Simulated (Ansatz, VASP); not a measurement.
**HfO2 in two plane-wave programs**

One calculation is typed for both programs; each brings its own data sets. How far apart do they land? The cell is taken from a series of runs on this material, whose earlier steps may have relaxed, scaled, displaced or heated it; both programs get it as it stands.

Program: Ansatz 0.2.0. Level of theory: plane waves, with VASP 6.6.1 beside it; zone-centre phonons at LDA. Results are calculated unless marked as measured.

**1. The starting structure**

The structure is tetragonal, space group I4/mmm (No. 139). Conventional cell: a = 3.555 Å, b = 3.555 Å, c = 4.852 Å, α = 90.00°, β = 90.00°, γ = 90.00°. O has 4 Hf at 2.15 Å nearest. Nearest to Hf lie 8 O at 2.15 Å. Farther neighbours and most contacts between anions are not listed.

Coordinates:

```
O Hf
1.0
     0.00000    2.51406    2.42584
     2.51406    0.00000    2.42584
     2.51406    2.51406    0.00000
O Hf
2 1
Cartesian
  1.2570 1.2570 1.2129
  3.7711 3.7711 3.6388
  0.0000 0.0000 0.0000
```

**2. VASP: zone-centre phonons, LDA**

Second derivatives magnify differences that forces hide, and they need a tight electronic threshold.

Lines of VASP's logs that name or quote its potential files are left out, and so is its time.

Contents of INCAR:

```
SYSTEM = HfO2
PREC = Accurate
ENCUT = 600
EDIFF = 1E-08
NELM = 120
ISMEAR = 0
SIGMA = 0.01
LREAL = .FALSE.
ALGO = Normal
GGA = PW92
NBANDS = 17
LASPH = .TRUE.
LORBIT = 11
LWAVE = .FALSE.
LCHARG = .FALSE.
ISIF = 2
IBRION = 8
LEPSILON = .TRUE.
GGA_COMPAT = .FALSE.
EFERMI = MIDGAP
KPAR = 2
```

Contents of POSCAR:

```
HfO2
1.0
    0.0000000000      2.5140572515      2.4258402617
    2.5140572515      0.0000000000      2.4258402617
    2.5140572515      2.5140572515      0.0000000000
O Hf
2 1
Direct
    0.2500000000      0.2500000000      0.2500000000
    0.7500000000      0.7500000000      0.7500000000
    0.0000000000      0.0000000000      0.0000000000
```

Contents of KPOINTS:

```
Automatic mesh
0
Gamma
8 8 8
0 0 0
```

The projector-augmented-wave data sets are O and Hf_pv (LDA family, release 64).

Launch:

```sh
$ mpirun -np 2 vasp_std
```

Numbers of over 12 decimals in the logs are rounded to 6 here.

Log:

```text
[banner, memory and clock lines left out]
running    2 mpi-ranks, on    1 nodes
 distrk:  each k-point on    1 cores,    2 groups
 distr:  one band on    1 cores,    1 groups

 POSCAR found type information on POSCAR O Hf
 POSCAR found :  2 types and       3 ions
|                                                                             |
|               ----> ADVICE to this user running VASP <----                  |
|                                                                             |
|     You enforced a specific xc type in the INCAR file but a different       |
|     [... a line on the potential file left out ...]
|     I HOPE YOU KNOW WHAT YOU ARE DOING!                                     |
|                                                                             |

 LDA part: xc-table for (Slater(with rela. corr.)+PW92), standard interpolation
 POSCAR, INCAR and KPOINTS ok, starting setup
 FFT: planning ... GRIDC
 FFT: planning ... GRID_SOFT
 FFT: planning ... GRID
 WAVECAR not read
 entering main loop
       N       E                     dE             d eps       ncg     rms          rms(c)
DAV:   1     0.956148967980E+02    0.95615E+02   -0.14120E+04  2014   0.145E+03
DAV:   2    -0.348664752972E+02   -0.13048E+03   -0.12681E+03  2629   0.314E+02
DAV:   3    -0.386309111244E+02   -0.37644E+01   -0.37560E+01  2300   0.480E+01
DAV:   4    -0.386524473798E+02   -0.21536E-01   -0.21532E-01  2570   0.397E+00
DAV:   5    -0.386525730937E+02   -0.12571E-03   -0.12571E-03  2425   0.285E-01    0.562E+01
DAV:   6    -0.332526581212E+02    0.53999E+01   -0.21993E+01  2046   0.343E+01    0.472E+01
DAV:   7    -0.331086653683E+02    0.14399E+00   -0.68839E-01  2302   0.719E+00    0.307E+01
DAV:   8    -0.330623952116E+02    0.46270E-01   -0.19280E-01  2073   0.417E+00    0.790E+00
DAV:   9    -0.330487419503E+02    0.13653E-01   -0.38549E-02  2121   0.172E+00    0.245E+00
DAV:  10    -0.330484150204E+02    0.32693E-03   -0.21236E-03  2468   0.361E-01    0.753E-02
DAV:  11    -0.330484099920E+02    0.50284E-05   -0.11903E-04  2416   0.900E-02    0.539E-02
DAV:  12    -0.330484106051E+02   -0.61308E-06   -0.55789E-06  2496   0.188E-02    0.216E-02
DAV:  13    -0.330484106615E+02   -0.56459E-07   -0.15618E-07  2499   0.353E-03    0.225E-03
DAV:  14    -0.330484106635E+02   -0.19309E-08   -0.26400E-09  1538   0.483E-04
   1 F= -.33048411E+02 E0= -.33048411E+02  d E =0.000000E+00
 Linear response reoptimize wavefunctions to high precision
DAV:   1    -0.330484106638E+02   -0.37403E-09   -0.83389E-10  1710   0.279E-04
DAV:   2    -0.330484106639E+02   -0.27967E-10   -0.82271E-11  1151   0.759E-05
 Linear response G [H, r] |phi>, progress :
  Direction:   1
       N       E                     dE             d eps       ncg     rms
RMM:   1    -0.909022670174E+02   -0.90902E+02    0.74640E+02  2956   0.188E+02
RMM:   2    -0.897891997041E+02    0.11131E+01   -0.18268E+01  3213   0.288E+01
RMM:   3    -0.898171211682E+02   -0.27921E-01   -0.84958E-01  3993   0.390E+00
RMM:   4    -0.898242595435E+02   -0.71384E-02   -0.58163E-02  4089   0.823E-01
RMM:   5    -0.898250001802E+02   -0.74064E-03   -0.45378E-03  4154   0.194E-01
RMM:   6    -0.898250278106E+02   -0.27630E-04   -0.45848E-04  4106   0.486E-02
RMM:   7    -0.898250291895E+02   -0.13789E-05   -0.11305E-04  4126   0.155E-02
RMM:   8    -0.898250291506E+02    0.38932E-07    0.19341E-04  3809   0.685E-03
RMM:   9    -0.898250294687E+02   -0.31816E-06   -0.24396E-05  3662   0.470E-03
RMM:  10    -0.898250290405E+02    0.42822E-06   -0.73014E-05  3499   0.406E-03
RMM:  11    -0.898250288775E+02    0.16303E-06    0.13450E-04  3121   0.384E-03
RMM:  12    -0.898250288268E+02    0.50639E-07    0.14512E-04  2858   0.379E-03
RMM:  13    -0.898250289803E+02   -0.15346E-06   -0.35417E-05  2745   0.376E-03
 Linear response G [H, r] |phi>, progress :
  Direction:   2
       N       E                     dE             d eps       ncg     rms
RMM:   1    -0.889922903653E+02   -0.88992E+02    0.71337E+02  2958   0.185E+02
RMM:   2    -0.883121917618E+02    0.68010E+00   -0.17001E+01  3216   0.280E+01
RMM:   3    -0.883323265265E+02   -0.20135E-01   -0.73586E-01  3983   0.375E+00
RMM:   4    -0.883355779909E+02   -0.32515E-02   -0.52846E-02  4063   0.804E-01
RMM:   5    -0.883360055976E+02   -0.42761E-03   -0.46202E-03  4140   0.195E-01
RMM:   6    -0.883360483611E+02   -0.42763E-04   -0.41628E-04  4103   0.491E-02
RMM:   7    -0.883360511280E+02   -0.27669E-05   -0.44028E-05  4092   0.143E-02
RMM:   8    -0.883360507077E+02    0.42032E-06   -0.10499E-04  3784   0.565E-03
RMM:   9    -0.883360510279E+02   -0.32019E-06   -0.60262E-05  3595   0.343E-03
RMM:  10    -0.883360480055E+02    0.30223E-05    0.55575E-05  3388   0.282E-03
RMM:  11    -0.883360517940E+02   -0.37884E-05   -0.29174E-05  3132   0.264E-03
[...]
RMM:   5    -0.361508056272E+00    0.26057E-03   -0.39538E-05  8746   0.380E-02    0.275E-02
RMM:   6    -0.361470137476E+00    0.37919E-04   -0.18690E-06  9321   0.630E-03    0.265E-02
RMM:   7    -0.361464711199E+00    0.54263E-05   -0.18148E-07  9255   0.172E-03    0.138E-02
RMM:   8    -0.361460699066E+00    0.40121E-05   -0.14599E-07  8789   0.193E-03    0.857E-03
RMM:   9    -0.361463456937E+00   -0.27579E-05   -0.87703E-08  9414   0.461E-04    0.255E-03
[...]
RMM:   3    -0.359805958652E+00   -0.13167E-02   -0.90962E-04  4680   0.188E-01    0.455E-01
RMM:   4    -0.362000644033E+00   -0.21947E-02   -0.77275E-04  4723   0.181E-01    0.476E-02
RMM:   5    -0.361744876934E+00    0.25577E-03   -0.37318E-05  5404   0.365E-02    0.256E-02
RMM:   6    -0.361715699078E+00    0.29178E-04   -0.16686E-06  5843   0.610E-03    0.248E-02
RMM:   7    -0.361712179878E+00    0.35192E-05   -0.17130E-07  5795   0.138E-03    0.186E-02
RMM:   8    -0.361705846560E+00    0.63333E-05   -0.20545E-07  5251   0.245E-03    0.137E-02
RMM:   9    -0.361709438087E+00   -0.35915E-05   -0.10608E-07  5810   0.593E-04    0.481E-03
RMM:  10    -0.361710131867E+00   -0.69378E-06   -0.92435E-08  6170   0.219E-04    0.133E-03
RMM:  11    -0.361710392025E+00   -0.26016E-06   -0.71587E-08  5935   0.165E-04    0.776E-04
RMM:  12    -0.361710318067E+00    0.73958E-07   -0.87585E-08  6439   0.131E-04    0.257E-04
RMM:  13    -0.361710296493E+00    0.21574E-07   -0.11005E-07  6185   0.123E-04    0.375E-05
RMM:  14    -0.361710290015E+00    0.64786E-08   -0.10735E-07  5815   0.121E-04    0.227E-05
RMM:  15    -0.361710291066E+00   -0.10517E-08   -0.12127E-07  4582   0.120E-04    0.868E-06
RMM:  16    -0.361710291320E+00   -0.25401E-09   -0.11637E-07  4135   0.120E-04    0.216E-07
RMM:  17    -0.361710291487E+00   -0.16676E-09   -0.12335E-07  4065   0.120E-04    0.942E-07
RMM:  18    -0.361710291272E+00    0.21484E-09   -0.12083E-07  4023   0.120E-04    0.258E-07
RMM:  19    -0.361710291189E+00    0.83148E-10   -0.12419E-07  4014   0.120E-04    0.893E-08
 first order change of Fermi-energy   0.19398E-03
 force on displaced ion       1 direction 3 :  -0.000  -0.000 -14.365
 Born effective charge ion    1 direction 3 :   0.000   0.000  -2.705
 Linear response progress:
  Degree of freedom:   3/  4
       N       E                     dE             d eps       ncg     rms          rms(c)
RMM:   1    -0.230123723535E+00   -0.23012E+00    0.22657E+00  3966   0.956E+00
RMM:   2    -0.221754502820E+00    0.83692E-02   -0.27972E-02  4861   0.114E+00    0.927E-01
RMM:   3    -0.220972319272E+00    0.78218E-03   -0.10136E-03  5918   0.151E-01    0.488E-01
RMM:   4    -0.220357562560E+00    0.61476E-03   -0.11558E-04  6417   0.606E-02    0.216E-01
RMM:   5    -0.220033338978E+00    0.32422E-03   -0.18792E-05  6621   0.266E-02    0.229E-02
RMM:   6    -0.220052148894E+00   -0.18810E-04   -0.24584E-06  6424   0.911E-03    0.175E-02
RMM:   7    -0.220055788242E+00   -0.36393E-05    0.54054E-07  7089   0.221E-03    0.128E-02
RMM:   8    -0.220054510810E+00    0.12774E-05   -0.58005E-06  6755   0.876E-04    0.594E-04
RMM:   9    -0.220054142832E+00    0.36798E-06   -0.38102E-06  7330   0.392E-04    0.141E-04
RMM:  10    -0.220054410301E+00   -0.26747E-06   -0.23969E-06  6918   0.219E-04    0.134E-05
RMM:  11    -0.220054452242E+00   -0.41941E-07   -0.12471E-06  7234   0.164E-04    0.558E-05
RMM:  12    -0.220054458299E+00   -0.60571E-08   -0.73052E-07  7197   0.142E-04    0.375E-05
RMM:  13    -0.220054468180E+00   -0.98811E-08   -0.41724E-07  6473   0.133E-04    0.277E-05
RMM:  14    -0.220054471025E+00   -0.28458E-08   -0.32169E-07  5785   0.127E-04    0.122E-05
[...]
RMM:  38    -0.220054475068E+00   -0.67445E-10   -0.16831E-07  4725   0.123E-04    0.320E-07
RMM:  39    -0.220054475060E+00    0.72895E-11   -0.12454E-07  4710   0.123E-04    0.251E-07
RMM:  40    -0.220054475071E+00   -0.10188E-10   -0.16829E-07  4684   0.123E-04    0.305E-07
RMM:  41    -0.220054475116E+00   -0.44934E-10   -0.12452E-07  4671   0.123E-04    0.242E-07
RMM:  42    -0.220054475088E+00    0.27918E-10   -0.16818E-07  4657   0.123E-04    0.305E-07
RMM:  43    -0.220054475052E+00    0.35727E-10   -0.12441E-07  4641   0.123E-04    0.252E-07
RMM:  44    -0.220054474977E+00    0.75303E-10   -0.16807E-07  4632   0.123E-04    0.305E-07
RMM:  45    -0.220054475017E+00   -0.39870E-10   -0.12457E-07  4629   0.123E-04    0.270E-07
 first order change of Fermi-energy   0.19489E-03
 force on displaced ion       3 direction 1 :  -6.938   0.000   0.000
 Born effective charge ion    3 direction 1 :   5.641   0.000   0.000
 Linear response progress:
  Degree of freedom:   4/  4
       N       E                     dE             d eps       ncg     rms          rms(c)
RMM:   1    -0.229886874690E+00   -0.22989E+00    0.22312E+00  2508   0.941E+00
RMM:   2    -0.222277760367E+00    0.76091E-02   -0.27871E-02  3024   0.112E+00    0.853E-01
RMM:   3    -0.221530844168E+00    0.74692E-03   -0.96536E-04  3581   0.146E-01    0.445E-01
RMM:   4    -0.220947015603E+00    0.58383E-03   -0.10421E-04  3884   0.569E-02    0.203E-01
RMM:   5    -0.220615228554E+00    0.33179E-03   -0.18863E-05  4009   0.273E-02    0.199E-02
RMM:   6    -0.220633043667E+00   -0.17815E-04   -0.24928E-06  3901   0.894E-03    0.161E-02
RMM:   7    -0.220636425306E+00   -0.33816E-05   -0.89178E-07  4322   0.210E-03    0.124E-02
RMM:   8    -0.220635498060E+00    0.92725E-06   -0.96513E-06  4016   0.814E-04    0.257E-04
RMM:   9    -0.220635105265E+00    0.39279E-06   -0.60683E-06  4429   0.387E-04    0.855E-05
RMM:  10    -0.220635419346E+00   -0.31408E-06   -0.34129E-06  4123   0.213E-04    0.398E-05
RMM:  11    -0.220635455769E+00   -0.36423E-07   -0.17244E-06  4382   0.157E-04    0.464E-05
RMM:  12    -0.220635465915E+00   -0.10146E-07   -0.98951E-07  4326   0.135E-04    0.346E-05
RMM:  13    -0.220635477210E+00   -0.11295E-07   -0.56275E-07  3862   0.126E-04    0.271E-05
RMM:  14    -0.220635481728E+00   -0.45179E-08   -0.34360E-07  3472   0.122E-04    0.994E-06
RMM:  15    -0.220635483723E+00   -0.19953E-08   -0.23977E-07  3231   0.120E-04    0.238E-06
RMM:  16    -0.220635484468E+00   -0.74466E-09   -0.18911E-07  3116   0.119E-04    0.220E-07
RMM:  17    -0.220635484620E+00   -0.15196E-09   -0.16223E-07  3022   0.119E-04    0.163E-07
RMM:  18    -0.220635484619E+00    0.65265E-12   -0.14206E-07  2976   0.119E-04    0.352E-07
RMM:  19    -0.220635484930E+00   -0.31104E-09   -0.13415E-07  2896   0.118E-04    0.405E-07
RMM:  20    -0.220635485021E+00   -0.90623E-10   -0.12692E-07  2893   0.118E-04    0.573E-07
RMM:  21    -0.220635484947E+00    0.74080E-10   -0.13077E-07  2820   0.118E-04    0.773E-08
 first order change of Fermi-energy  -0.28421E-03
 force on displaced ion       3 direction 3 :   0.000   0.000  -7.072
 Born effective charge ion    3 direction 3 :   0.000   0.000   5.410
 Born effective charges drift removed
 Linear response finished
```

(Part 1 of 2 ends here.)

[Lines on the potential files, build, host, timing and source positions are cut from VASP's logs without a mark.]

[Logs are printed without paths, hosts, clocks, repeated set-up lines and the standing remarks that a program may print on its own settings, such as how far it seeks lower states.]

[Hosts, paths, dates, database ids (printed as entryN), source tags and the programs' standing remarks are cut or masked in the printed files.]
